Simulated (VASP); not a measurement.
A convergence study with VASP on CaS (rock salt): one setting is varied, all else stays as given below, so the limit is that of these other settings. ε∞ is the independent-particle value.

```
CaS
1.0
    0.00000     2.84500     2.84500
    2.84500     0.00000     2.84500
    2.84500     2.84500     0.00000
Ca S
1 1
Direct
  0.00000   0.00000   0.00000
  0.50000   0.50000   0.50000
```

These are PBE GGA, VASP's PBE PAW potentials (set 64) (plane waves; VASP) values and carry that method's errors. The tightest run used: 550 eV cut-off, 7×7×7 Γ-centred mesh, Gaussian smearing of 0.050 eV, potentials Ca_sv S.

```json
[
 {"setting": "NBANDS = 9", "mean ε∞": "2.69", "bands": "9"},
 {"setting": "NBANDS = 10", "mean ε∞": "3.41", "bands": "10"},
 {"setting": "NBANDS = 12", "mean ε∞": "4.40", "bands": "12"},
 {"setting": "NBANDS = 16", "mean ε∞": "5.28", "bands": "16"}
]
```

Q: These are the cheaper rows. Estimate the results at NBANDS = 136, and how far the last row shown lies from them.

A: 
```csv
quantity,tightest run,last row shown is off by
mean ε∞,5.50,-0.22
```

Left out are rungs that failed or repeat a setting and relaxations that didn't move; long series are thinned to 24 rows.

The compound is CaS in the rock salt structure. The cell was not relaxed at this level.
